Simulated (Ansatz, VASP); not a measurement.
# One calculation of AlSn, two programs

```
CELL_PARAMETERS angstrom
4.19811 0.00000 0.00000
-2.09905 3.63567 0.00000
0.00000 0.00000 3.30685
ATOMIC_POSITIONS crystal
Sn 0.33333 0.66667 0.50000
Al 0.00000 0.00000 0.00000
```

The cell comes from a database or a generator and needn't be the stable form of this composition.

Alike in both runs: task single point; functional PBEsol; k mesh 7 × 7 × 8; occupations fermi-dirac, width 0.05 eV; no spin polarisation.

```csv
,VASP,Ansatz
version,VASP 6.6.1,Ansatz 0.2.0
potentials or method,"VASP PAW PBE potentials, release 64 (Sn_d, Al)",Ansatz PAW
plane-wave cutoff (eV),520,420
valence electrons in the cell,17,17
```

```tsv
	VASP	Ansatz	Ansatz less VASP
gap on the k mesh at the Fermi level (eV)	none	none	-
pressure (GPa)	-1.8	-1.8	+0.03
largest component of the traceless stress (GPa)	0.12	0.12	-0.002
```

A gap of «none» marks a metal or a gap that the smearing closes. The functional is the same, so the differences come from potentials, cutoffs and numerics.

Caveats: the PAW data sets were made with another functional, which shifts forces and pressure a little (VASP); the PAW data sets come from PBE, with cores solved anew for the run's functional, which leaves a small shift of forces and pressure (Ansatz).
